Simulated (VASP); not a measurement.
# 2H-MoSSe under blue phosphorene, AC: relaxation and electronic structure, part 2 of 3

Aim: model 2H-MoSSe under blue phosphorene, AC by a slab and find how far its highest filled level lies below the vacuum.

VASP 6.6.1; LDA, no spin polarisation; plane waves and PAW (Se, Mo, S, P).

So far. Step 2 (Relaxing the slab): The run ended after 18 ionic steps, 0.389 eV below its first step, once forces and stress met EDIFFG = -0.02.

## Step 3: Vacuum level and density of states

A static run writes the electrostatic potential without exchange and correlation (LVHAR), which is flat in the vacuum and gives the level to count from. The dipole correction cancels the field that unlike faces would set up across the vacuum.

Input file INCAR:

```
SYSTEM = MoP2SeS
PREC = Normal
ENCUT = 340
EDIFF = 1E-06
NELM = 120
ISMEAR = -1
SIGMA = 0.05
LREAL = .FALSE.
ALGO = Fast
GGA = CA
NBANDS = 29
LASPH = .TRUE.
LORBIT = 11
LWAVE = .FALSE.
LCHARG = .TRUE.
IDIPOL = 3
LDIPOL = .TRUE.
DIPOL = 0.5 0.5 0.501
LVHAR = .TRUE.
LVACPOTAV = .TRUE.
LELF = .TRUE.
NEDOS = 1500
```

Input file POSCAR:

```
MoP2SeS
1.0
    3.1946732634      0.0000000000      0.0000000000
   -1.5973366317      2.7666682029      0.0000000000
    0.0000000000      0.0000000000     25.7330713782
Se Mo S P
1 1 1 2
Direct
    0.3333333333      0.6666666667      0.3452473363
    0.0000000000      0.0000000000      0.4108525629
    0.3333333333      0.6666666667      0.4698728894
    0.3333333333      0.6666666667      0.6147388540
    0.0000000000      0.0000000000      0.6629785953
```

Input file KPOINTS:

```
Automatic mesh
0
Gamma
12 12 1
0 0 0
```

Input file KPOINTS_OPT:

```
Line mode
14
Line-mode
Reciprocal
  0.00000000   0.00000000   0.00000000 GAMMA
  0.50000000   0.00000000   0.00000000 M

  0.50000000   0.00000000   0.00000000 M
  0.33333333   0.33333333   0.00000000 K

  0.33333333   0.33333333   0.00000000 K
  0.00000000   0.00000000   0.00000000 GAMMA
```

Potentials, in the order of the species: Se, Mo, S and P (LDA family, release 64).

On the command line:

```sh
$ mpirun -np 2 vasp_std
```

Output:

```text
[banner, memory and clock lines left out]
running    2 mpi-ranks, on    1 nodes
 distrk:  each k-point on    2 cores,    1 groups
 distr:  one band on    1 cores,    2 groups

 POSCAR found type information on POSCAR SeMoS P
 POSCAR found :  4 types and       5 ions
 LDA part: xc-table for (Slater(with rela. corr.)+CA(PZ))
 , standard interpolation
|                                                                             |
|           W    W    AA    RRRRR   N    N  II  N    N   GGGG   !!!           |
|           W    W   A  A   R    R  NN   N  II  NN   N  G    G  !!!           |
|           W    W  A    A  R    R  N N  N  II  N N  N  G       !!!           |
|           W WW W  AAAAAA  RRRRR   N  N N  II  N  N N  G  GGG   !            |
|           WW  WW  A    A  R   R   N   NN  II  N   NN  G    G                |
|           W    W  A    A  R    R  N    N  II  N    N   GGGG   !!!           |
|                                                                             |
|     The number of bands has been changed from the values supplied in        |
|     The orbitals not found in the WAVECAR file will be initialized with     |
|     random numbers, which is usually adequate. For correlated               |
|     calculations, however, you should redo the groundstate calculation.     |
|     I found NBANDS = 29. Now, NBANDS = 30.                                  |
|                                                                             |

 POSCAR, INCAR and KPOINTS ok, starting setup
 FFT: planning ... GRIDC
 FFT: planning ... GRID_SOFT
 FFT: planning ... GRID
 WAVECAR not read
 entering main loop
       N       E                     dE             d eps       ncg     rms          rms(c)
DAV:   1     0.127292051848E+03    0.12729E+03   -0.80229E+03  1140   0.519E+02
DAV:   2    -0.233781482460E+02   -0.15067E+03   -0.14054E+03  1610   0.135E+02
DAV:   3    -0.364780564989E+02   -0.13100E+02   -0.12901E+02  1410   0.418E+01
DAV:   4    -0.367692527968E+02   -0.29120E+00   -0.29089E+00  1532   0.731E+00
DAV:   5    -0.367775975895E+02   -0.83448E-02   -0.83444E-02  1608   0.114E+00    0.247E+01
RMM:   6    -0.357134313142E+02    0.10642E+01   -0.24942E+00  1314   0.493E+00    0.943E+00
RMM:   7    -0.355348610005E+02    0.17857E+00   -0.83858E-01  1325   0.297E+00    0.675E+00
RMM:   8    -0.353353976297E+02    0.19946E+00   -0.47612E-01  1375   0.238E+00    0.127E+00
RMM:   9    -0.353222262248E+02    0.13171E-01   -0.42075E-02  1486   0.958E-01    0.312E-01
RMM:  10    -0.353208039506E+02    0.14223E-02   -0.58391E-03  1453   0.332E-01    0.224E-01
RMM:  11    -0.353208002450E+02    0.37056E-05   -0.13199E-03  1500   0.146E-01    0.791E-02
RMM:  12    -0.353209168544E+02   -0.11661E-03   -0.29819E-04  1546   0.718E-02    0.264E-02
RMM:  13    -0.353210711331E+02   -0.15428E-03   -0.12605E-04  1502   0.379E-02    0.168E-02
RMM:  14    -0.353211621156E+02   -0.90983E-04   -0.29230E-05  1532   0.195E-02    0.772E-03
RMM:  15    -0.353212878465E+02   -0.12573E-03   -0.30778E-05  1440   0.139E-02    0.119E-02
RMM:  16    -0.353213225889E+02   -0.34742E-04   -0.45574E-06  1375   0.690E-03    0.365E-03
RMM:  17    -0.353213500229E+02   -0.27434E-04   -0.31907E-06  1324   0.462E-03    0.191E-03
RMM:  18    -0.353213685709E+02   -0.18548E-04   -0.10672E-06  1223   0.279E-03    0.162E-03
RMM:  19    -0.353213768981E+02   -0.83272E-05   -0.39942E-07  1162   0.175E-03    0.906E-04
RMM:  20    -0.353213831376E+02   -0.62395E-05   -0.18569E-07  1079   0.121E-03    0.499E-04
RMM:  21    -0.353213854904E+02   -0.23528E-05   -0.67207E-08   960   0.899E-04    0.470E-04
RMM:  22    -0.353213862125E+02   -0.72208E-06   -0.11755E-08   813   0.667E-04
|                                                                             |
|           W    W    AA    RRRRR   N    N  II  N    N   GGGG   !!!           |
|           W    W   A  A   R    R  NN   N  II  NN   N  G    G  !!!           |
|           W    W  A    A  R    R  N N  N  II  N N  N  G       !!!           |
|           W WW W  AAAAAA  RRRRR   N  N N  II  N  N N  G  GGG   !            |
|           WW  WW  A    A  R   R   N   NN  II  N   NN  G    G                |
|           W    W  A    A  R    R  N    N  II  N    N   GGGG   !!!           |
|                                                                             |
|     Did not find any points to average over, which means that no vacuum     |
|     field-free region was found. Please increase the size of  your cell     |
|     in the dimension of the dipole correction to obtain accurate            |
|     workfunction values.                                                    |
|                                                                             |

   1 F= -.35321386E+02 E0= -.35321386E+02  d E =-.466448E-07
 Start KPOINTS_OPT (optional k-point list driver)
k-point batch [1-19\42]
       N       E                     dE             ncg
DAV:   1    -0.420763226979E+03   -0.98084E+04     1140
DAV:   2    -0.315218438006E+04   -0.27314E+04     1558
DAV:   3    -0.340850562615E+04   -0.25632E+03     1404
DAV:   4    -0.341382938481E+04   -0.53238E+01     1488
DAV:   5    -0.341395473417E+04   -0.12535E+00     1564
DAV:   6    -0.341395756186E+04   -0.28277E-02     1552
DAV:   7    -0.341395766903E+04   -0.10717E-03     1578
DAV:   8    -0.341395767362E+04   -0.45875E-05     1352
DAV:   9    -0.341395767382E+04   -0.20358E-06      978
[...]
k-point batch [39-42\42]
       N       E                     dE             ncg
DAV:   1     0.109219826501E+05   -0.19283E+03      240
DAV:   2     0.103538208813E+05   -0.56816E+03      310
DAV:   3     0.102969508884E+05   -0.56870E+02      320
DAV:   4     0.102956981314E+05   -0.12528E+01      320
DAV:   5     0.102956673542E+05   -0.30777E-01      376
DAV:   6     0.102956670891E+05   -0.26515E-03      312
DAV:   7     0.102956670714E+05   -0.17651E-04      384
DAV:   8     0.102956670711E+05   -0.27456E-06      280
```

Run time: 38 s. Hardware: 2 MPI ranks of AMD EPYC 9R14 (Zen 4), shared host; peak memory 0.34 GiB.

From OUTCAR (step 3):

```text
  LATTYP: Found a hexagonal cell.
 ALAT       =     3.1946732634
 C/A-ratio  =     8.0549931891

The static configuration has the point symmetry C_3v.

 Found     19 irreducible k-points:

   k-points           NKPTS =     19   k-points in BZ     NKDIM =     19   number of bands    NBANDS=     30

   dimension x,y,z NGX =    14 NGY =   14 NGZ =  120
   dimension x,y,z NGXF=    28 NGYF=   28 NGZF=  240

   ENCUT  =  340.0 eV  24.99 Ry    5.00 a.u.   4.80  4.80 38.69*2*pi/ulx,y,z

   NELECT =      28.0000    total number of electrons

 dipolmoment           0.000000      0.000000      0.028117 electrons x Angstroem

 E-fermi :  -0.4453

 k-point     1 :       0.0000    0.0000    0.0000
  band No.  band energies     occupation
    ...
     10      -2.5004      2.00000
     11      -2.2750      2.00000
     12      -1.4438      2.00000
     13      -1.4437      2.00000
     14      -1.1930      2.00000
     15       1.6827      0.00000
     16       1.6827      0.00000
     17       2.0534      0.00000
     18       2.0534      0.00000
     19       2.6059      0.00000
    ...

 k-point     2 :       0.0833    0.0000    0.0000
  band No.  band energies     occupation
    ...
     10      -2.4578      2.00000
     11      -2.3846      2.00000
     12      -2.1873      2.00000
     13      -1.7223      2.00000
     14      -1.2135      2.00000
     15       1.4820      0.00000
     16       1.6215      0.00000
     17       1.7718      0.00000
     18       1.9833      0.00000
     19       2.3033      0.00000
    ...

  Total       -0.0920535     -0.0920535     -0.0824398      0.0000000      0.0000000      0.0000000
  in kB       -0.6484489     -0.6484489     -0.5807276      0.0000000      0.0000000      0.0000000
  external PRESSURE =      -0.6258752 kB  Pullay stress =       0.0000000 kB

  energy-cutoff  :      340.00
  volume of cell :      227.44
      direct lattice vectors                 reciprocal lattice vectors
     3.194673263  0.000000000  0.000000000     0.313021056  0.180722791  0.000000000
    -1.597336632  2.766668203  0.000000000     0.000000000  0.361445582  0.000000000
     0.000000000  0.000000000 25.733071378     0.000000000  0.000000000  0.038860499

 POSITION                                       TOTAL-FORCE (eV/Angst)
 -----------------------------------------------------------------------------------
     -0.00000      1.84445      8.88427         0.000000     -0.000000     -0.008896
      0.00000      0.00000     10.57250         0.000000      0.000000      0.011955
     -0.00000      1.84445     12.09127         0.000000      0.000000     -0.005226
     -0.00000      1.84445     15.81912         0.000000      0.000000      0.001316
      0.00000      0.00000     17.06048        -0.000000      0.000000      0.000851
 -----------------------------------------------------------------------------------
    total drift:                                0.000027      0.000028     -0.000829

  FREE ENERGIE OF THE ION-ELECTRON SYSTEM (eV)
  ---------------------------------------------------
  free  energy   TOTEN  =       -35.3213862125 eV

  energy  without entropy=      -35.3213861658  energy(sigma->0) =      -35.32138619

 vacuum level on the upper side and lower side of the slab         4.803         4.228

 total charge
# of ion       s       p       d       tot
------------------------------------------
    1        1.484   2.346   0.068   3.898
    2        0.419   0.594   4.464   5.477
    3        1.361   2.332   0.000   3.693
    4        1.098   1.382   0.000   2.480
    5        1.097   1.384   0.000   2.481
--------------------------------------------------
tot          5.458   8.037   4.532  18.028

[... 1 part as in an earlier step ...]

[... 7 further parts left out ...]
```

Numbers from this step:

```yaml
electronic_cycles: 22
free_energy_toten: -35.32 eV
fermi_energy: -0.4453 eV
least_gap_on_mesh_and_path: 1.513 eV
least_direct_gap_on_mesh_and_path: 1.680 eV
dipole_moment: 0, 0, 0.02812 e·Å
vacuum_levels: 4.803, 4.228 eV
ionisation_potentials_of_the_upper_and_lower_face: 5.996, 5.421 eV
electron_affinities_of_the_upper_and_lower_face: 4.483, 3.908 eV
```

The electronic bands at the labelled points (eV, zero at the valence-band top; v1 is the highest filled band, c1 the lowest empty one):

```tsv
point	v4	v3	v2	v1	c1	c2	c3	c4
Γ	-1.08	-0.25	-0.25	0.00	2.88	2.88	3.25	3.25
0.46 of the way	-1.59	-1.49	-0.89	-0.33	1.86	2.15	2.44	2.76
M	-2.13	-1.78	-0.76	-0.76	1.65	2.10	2.50	2.95
0.46 of the way	-2.28	-2.09	-1.68	-0.38	2.01	2.55	2.78	3.34
K	-2.42	-2.13	-1.96	-0.14	1.55	1.58	2.71	3.36
0.46 of the way	-2.04	-1.32	-0.81	-0.33	1.63	2.33	2.59	3.29
Γ	-1.08	-0.25	-0.25	0.00	2.88	2.88	3.25	3.25
```

Of the projections kept (Se, Mo, S, P), the largest for each band there; the rest of the weight can lie on other orbitals:

```tsv
point	v4	v3	v2	v1	c1	c2	c3	c4
Γ	P 0.57	P 1.00	P 1.00	Mo 0.64	Mo 0.45	Mo 0.45	Se 0.57	Se 0.57
M	Se 0.32	P 0.60	Se 0.47	Mo 0.69	P 0.99	Mo 0.96	Mo 0.90	P 0.83
K	Mo 0.31	P 1.00	P 0.52	Mo 0.85	P 0.97	Mo 0.92	Mo 0.74	Mo 0.79
Γ	P 0.57	P 1.00	P 1.00	Mo 0.64	Mo 0.45	Mo 0.45	Se 0.57	Se 0.57
```

The density of states has structure finer than the step of the table below, so its rows give means over 1 eV, whole bins alone (the curve runs from -12.0 to 9.46 eV). Peaks (eV: height): total -3.9: 6.76, -3.3: 5.84, 2.5: 6.25, 8.7: 5.78; Se s -3.9: 0.0959, 1.8: 0.0437, 8.2: 0.0464, 8.6: 0.0436; Se p -3.9: 0.751, -3.3: 0.813, -1.8: 0.926, -1.2: 0.656; Mo s -5.5: 0.181, -3.9: 0.295, 6.6: 0.228, 7.9: 0.205; Mo p -3.9: 0.207, -3.3: 0.175, -1.6: 0.204, 7.9: 0.172.

Means over bins of 0.076 eV. Table of density of states by energy, zero at the valence-band top; means over each step; 7 of 10 lines; values in states/eV/cell:

```tsv
energy (eV)	total	Se s	Se p	Mo s	Mo p	Mo d	S s
-11	0.290	0	0	0	0	0	1.1e-4
-10	0.111	0	0	0	0	0	0
-9	0.652	0	0	0	0	0	1.5e-5
-8	0.312	0	0	0	0	0	0
-7	0.850	6.6e-5	2.6e-4	5.8e-4	1.1e-4	7.0e-4	3.5e-5
-6	1.06	0.00405	0.160	0.0708	0.0174	0.130	0.00548
-5	3.01	0.0158	0.368	0.0780	0.0676	0.561	0.00969
-4	3.52	0.0429	0.369	0.113	0.0845	0.543	0.0445
-3	3.71	0.0100	0.367	0.0184	0.0704	0.919	0.0119
-2	3.74	0.0218	0.598	0.0153	0.125	0.756	0.0177
-1	3.74	0.00964	0.413	0.0124	0.0986	0.944	0.00921
0	1.36	0.00128	0.0530	0.00776	0.0179	0.408	0.00748
1	0.0777	1.7e-4	0.00155	3.9e-4	1.2e-4	0.0121	7.6e-5
2	4.16	0.0241	0.279	0.0246	0.0294	1.93	0.00873
3	3.92	0.0188	0.267	0.0103	0.0329	1.42	0.0308
4	3.24	0.0209	0.263	0.00258	0.00724	0.873	0.0192
5	2.42	0.00832	0.0300	0.00836	0.00357	0.122	0.00599
6	2.42	0.00630	0.0228	0.0856	0.0236	0.0576	0.00585
7	3.35	0.0138	0.0486	0.117	0.0667	0.0915	0.0223
8	4.16	0.0349	0.0719	0.138	0.119	0.112	0.0344
```

The planar average of the electrostatic potential oscillates, so the rows of the table below give means over windows of 2.57 Å about each position, cut where the curve ends. Its maxima inside the range that stand out by 2 % of the span (Å: eV): 9.8: -5.36, 11.3: -6.01, 13.8: 4.95, 16.4: -10.9. Its minima: 8.9: -12.6, 10.6: -8.90, 12.0: -14.6, 15.9: -15.7, 17.0: -15.7.

Zero at the Fermi level. The planar average of the electrostatic potential by height; means over each step:

```tsv
height (Å)	planar average of the electrostatic potential (eV)
1.28	4.69
3.85	4.67
6.42	4.45
8.99	-7.08
11.56	-8.84
14.13	2.53
16.70	-11.3
19.27	4.75
21.84	5.25
24.41	5.24
```

Density of states in the PAW spheres, an atom over height of the layer and energy from the Fermi level.

Ten even steps from '_' (0.00 states/eV) to '@' (1.30 states/eV), each cell a mean:
```
__________
__________
__________
__::..____
..%%::::::
::@@::::::
==**::::::
**%%==::::
==++--....
::++--....
..++::::::
==@@++::::
--**--....
==%%++::::
..--......
..::..::::
--##==____
--++::____
....______
__________
______::::
__________
```
Columns: height of the layer (Å) from 8.9 to 17.1 (not evenly spaced); rows upwards: energy from the Fermi level (eV) from -7.9 to 0.5.

ELF in the ca plane at fractional y = 0.667, with atoms of Se and S and P within 0.2 Å of it. It is the smooth field of the valence electrons, not physical close to the nuclei.

Ten even steps from '0' (0.00) to '9' (0.96), each cell a mean:
```
00000000000000000123332111123221000012235667
00000000000000000123332111123221000012235667
00000000000001124677775222367765200256667766
00000000000002468998887423688899610699877753
00000000000001579997577423674699821799734542
00000000000002579997577423674699821799734542
00000000000002468998887423687899610699877753
00000000000002125678775322467776300367777766
```
Columns run along c (16.0 Å, from fractional 0.07 to 0.69 of the cell), rows up along a (3.2 Å). Atoms in or near the plane, at fractional coordinates: Se at (0.35, 0.33), S at (0.47, 0.33), P at (0.61, 0.33).

Valence density in the ca plane at fractional y = 0.667, with atoms of Se and S and P within 0.2 Å of it. It is the smooth field of the valence electrons, not physical close to the nuclei.

Values in units of 1e-1 e/Å³, 5 rows by 16 columns, each cell a mean:
```
0.0 0.0 0.0 0.0 0.0 0.1 0.7 2.1 3.1 3.5 2.0 0.6 0.2 0.7 2.5 4.1
0.0 0.0 0.0 0.0 0.0 0.1 1.7 4.5 3.4 3.6 4.5 1.6 0.3 1.6 4.2 3.9
0.0 0.0 0.0 0.0 0.0 0.3 5.0 5.8 4.7 4.7 9.2 5.5 0.6 4.4 5.3 3.5
0.0 0.0 0.0 0.0 0.0 0.3 5.7 3.2 5.0 5.1 7.7 6.6 0.7 5.0 3.5 3.4
0.0 0.0 0.0 0.0 0.0 0.2 2.7 6.5 3.9 3.9 7.2 2.7 0.4 2.5 5.6 3.8
```
Columns run along c (16.0 Å, from fractional 0.07 to 0.69 of the cell), rows up along a (3.2 Å). Atoms in or near the plane, at fractional coordinates: Se at (0.35, 0.33), S at (0.47, 0.33), P at (0.61, 0.33).

Electrostatic potential energy in the ca plane at fractional y = 0.667, with atoms of Se and S and P within 0.2 Å of it. With pseudopotentials it is smooth inside the atoms' cores, unlike the true potential.

Ten even steps from '0' (-71 eV) to '9' (4 eV), each cell a mean:
```
99999999999999999999999877899999999999999888
99999999999999999999999877899999999999999888
99999999999999999998888888888899999999888888
99999999999999999974348899874368999998535899
99999999999999999842325899830017999995000589
99999999999999999842325899830017999995000589
99999999999999999963237899872258999998424799
99999999999999999998788888888899999999888888
```
Columns run along c (16.0 Å, from fractional 0.07 to 0.69 of the cell; values clipped at the 3rd and 97th percentile), rows up along a (3.2 Å). Atoms in or near the plane, at fractional coordinates: Se at (0.35, 0.33), S at (0.47, 0.33), P at (0.61, 0.33).

The map of layer states is cut here 0.5 eV above the Fermi level, so it leaves out the states above that.

The vacuum level lies 6.00 eV above the highest filled level at the upper face; the two faces differ by 0.58 eV, the step that the slab's dipole of 0.028 e·Å makes.

VASP counts the dipole in electrons times Å, so a positive number points the physical dipole along −c.

The program found no field-free point at its default tolerance, but its printed level agrees with the flat part of the planar average.

(Continued in part 3 of 3.)

[Lines on the potential files, build, host, timing and source positions are cut from VASP's logs without a mark.]

[Logs are printed without paths, hosts, clocks, repeated set-up lines and the standing remarks that a program may print on its own settings, such as how far it seeks lower states.]

[Hosts, paths, dates, database ids (printed as entryN), source tags and the programs' standing remarks are cut or masked in the printed files.]

[In band tables of VASP the shares of atoms and orbitals are scaled to a sum of 1 inside the atoms' spheres.]

[Runs that stopped without an error message from VASP are left out.]
